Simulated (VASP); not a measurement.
Here is the system:

```
CELL_PARAMETERS angstrom
     -2.00838     2.00838     5.34748
      2.00838    -2.00838     5.34748
      2.00838     2.00838    -5.34748
ATOMIC_POSITIONS crystal
  Zr 0.50000 0.50000 0.00000
  Zr 0.25000 0.75000 0.50000
  O  0.29855 0.29855 0.00000
  O  0.04855 0.54855 0.50000
  O  0.45145 0.95145 0.50000
  O  0.70145 0.70145 0.00000
```

These are r2SCAN meta-GGA, VASP's PBE PAW potentials (set 64) (plane waves; VASP) values and carry that method's errors. Settings: 520 eV cut-off, 9×9×9 Γ-centred mesh, tetrahedra with Blöchl corrections, potentials Zr_sv O.

The path is coarsely sampled, so an indirect gap can come out somewhat too large.

Give the energies of bands 14 to 27 at the high-symmetry points, in eV from the valence-band maximum.

| band | Γ | X | P | N | M | S | R |
|---|---|---|---|---|---|---|---|
| 14 | -2.83 | -3.53 | -3.56 | -3.46 | -3.11 | -2.99 | -3.76 |
| 15 | -2.83 | -3.41 | -3.23 | -3.05 | -2.93 | -2.90 | -3.06 |
| 16 | -2.37 | -3.41 | -3.23 | -2.85 | -2.93 | -2.87 | -3.06 |
| 17 | -1.45 | -2.92 | -3.06 | -2.61 | -1.29 | -2.33 | -2.77 |
| 18 | -1.44 | -2.92 | -3.06 | -1.61 | -1.29 | -2.18 | -2.77 |
| 19 | -1.44 | -2.10 | -2.24 | -1.55 | -1.02 | -1.52 | -2.21 |
| 20 | -0.74 | -2.10 | -2.24 | -1.37 | -1.02 | -1.40 | -2.21 |
| 21 | -0.30 | -1.32 | -1.02 | -1.35 | -0.62 | -0.90 | -1.17 |
| 22 | -0.30 | -1.32 | -1.02 | -0.62 | -0.62 | -0.65 | -1.17 |
| 23 | -0.28 | -0.05 | -0.20 | -0.54 | 0.00 | -0.57 | -0.08 |
| 24 | -0.28 | -0.05 | -0.20 | -0.28 | 0.00 | -0.26 | -0.08 |
| 25 | 4.47 | 5.85 | 5.89 | 5.85 | 4.97 | 5.80 | 5.80 |
| 26 | 5.56 | 5.85 | 5.89 | 5.92 | 4.97 | 5.87 | 5.80 |
| 27 | 6.21 | 6.05 | 5.99 | 6.38 | 6.91 | 6.37 | 6.07 |

The gap is indirect, 4.47 eV, from the valence maximum at Γ-X at 0.80 to the conduction minimum at Γ.

The structure was generated: ZrO2 was put into the anatase type (I4_1/amd), which need not be its known phase. It was relaxed first.
